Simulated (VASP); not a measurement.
Ba3Sm: single point with PBEsol

Ba3Sm:

```
Sm Ba
1.0
    -2.99064    2.99064    5.92552
     2.99064   -2.99064    5.92552
     2.99064    2.99064   -5.92552
Sm Ba
1 3
Direct
  0.00000 0.00000 0.00000
  0.50000 0.50000 0.00000
  0.25000 0.75000 0.50000
  0.75000 0.25000 0.50000
```

The cell comes from a database or a generator and needn't be the stable form of this composition.

```
Program                : VASP 6.6.1
Task                   : single point
Functional             : PBEsol
Potentials or basis    : VASP PAW PBE potentials, release 64 (Sm, Ba_sv)
Cutoff                 : 520 eV
k mesh                 : 6 × 6 × 6
Occupations            : gaussian, width 0.1 eV
Spin                   : collinear spin, ferromagnetic start
Starting moments       : [5.0, 0.0, 0.0, 0.0] μB
Further INCAR settings : ALGO = Normal; EDIFF = 1e-06; NBANDS = 35
```

The pressure is -0.7 GPa and the band gap on the k mesh is none (metal or under the smearing width). The net moment is 6.73 μB per cell. The site moments are Sm +5.64; Ba +0.05 μB and the valence electrons inside the program's atomic spheres are Sm 13.55; Ba 7.94.

Levels at points of the mesh, in eV from the Fermi level:
Spin up:
```csv
k point,band 25,band 26,band 27,band 28,band 29,band 30
"(0.00, 0.00, 0.00)",-0.09,-0.06,-0.06,-0.01,0.58,0.58
"(0.50, 0.00, 0.00)",-0.06,0.00,0.11,0.17,0.39,0.42
"(0.50, 0.50, 0.00)",-0.07,-0.07,-0.05,0.59,0.72,0.77
"(0.50, 0.50, 0.50)",-0.07,-0.07,-0.07,-0.07,-0.06,0.33
```
Spin down:
```
           k point  band 16  band 17  band 18  band 19  band 20  band 21  band 22  band 23  band 24  band 25
(0.00, 0.00, 0.00)   -13.48    -2.95    -0.91    -0.19    -0.15     0.16     0.80     0.80     1.12     1.12
(0.50, 0.00, 0.00)   -13.48    -1.27    -1.14     0.07     0.36     0.42     0.59     0.63     0.86     0.93
(0.50, 0.50, 0.00)   -13.47    -1.18    -0.83    -0.45    -0.35     0.82     0.95     1.11     1.13     1.40
(0.50, 0.50, 0.50)   -13.53    -1.59    -1.44    -0.97    -0.78    -0.13    -0.13     0.60     0.81     1.97
```

Run time: 22 min on 1 thread of Intel(R) Xeon(R) 6975P-C (Granite Rapids), on a shared host, peak memory 0.75 GiB.

Caveat: the magnetic or orbital state may not be the lowest; the PAW data sets were made with another functional, which shifts forces and pressure a little; spin-orbit coupling is left out, which moves the levels of the heavy elements; without U or exact exchange the open f shell lies at the Fermi level, which spoils levels, moments and volumes. The state reached can hang on the start; a lower one may exist.
